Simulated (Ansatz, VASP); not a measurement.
**CsLi15O8 (a cell with a defect) in VASP and in Ansatz**

```
CELL_PARAMETERS angstrom
0.00000 4.65371 4.65371
4.65371 0.00000 4.65371
4.65371 4.65371 0.00000
ATOMIC_POSITIONS crystal
Cs 0.37500 0.37500 0.37500
Li 0.38503 0.38503 0.86497
Li 0.38503 0.86497 0.38503
Li 0.38503 0.86497 0.86497
Li 0.86497 0.38503 0.38503
Li 0.86497 0.38503 0.86497
Li 0.86497 0.86497 0.38503
Li 0.87500 0.87500 0.87500
Li 0.12500 0.12500 0.12500
Li 0.10734 0.10734 0.64266
Li 0.10734 0.64266 0.10734
Li 0.10734 0.64266 0.64266
Li 0.64266 0.10734 0.10734
Li 0.64266 0.10734 0.64266
Li 0.64266 0.64266 0.10734
Li 0.62500 0.62500 0.62500
O 0.99852 0.99852 0.99852
O 0.99852 0.99852 0.50444
O 0.99852 0.50444 0.99852
O 0.94258 0.51914 0.51914
O 0.50444 0.99852 0.99852
O 0.51914 0.94258 0.51914
O 0.51914 0.51914 0.94258
O 0.51914 0.51914 0.51914
```

Alike in both runs: functional PBE; k mesh 4 × 4 × 4; occupations fermi-dirac, width 0.01 eV; no spin polarisation.

Ansatz relaxed the structure, and its values are those at the end. VASP's run is a single point on that final structure, the one shown.

|  | VASP | Ansatz |
| --- | --- | --- |
| version | VASP 6.6.1 | Ansatz 0.2.0 |
| potentials or method | VASP PAW PBE potentials, release 64 (Cs_sv, Li_sv, O) | plane-wave PAW, scalar-relativistic |
| plane-wave cutoff (eV) | 520 | 420 |
| valence electrons in the cell | 102 | 102 |

Ansatz gave:

| Item | Value |
| --- | --- |
| gap on the k mesh at the Fermi level (eV) | 3.68 |
| rms of the force components (eV/Å) | 0.006 |

Which values does VASP return?

gap on the k mesh at the Fermi level (eV): 3.73; rms of the force components (eV/Å): 0.015.

Ansatz warned: «gradients_without_spin_orbit».

Caveats: spin-orbit coupling is left out, which moves the levels of the heavy elements. A hybrid or GW would open this gap; PBE tends to underestimate it.
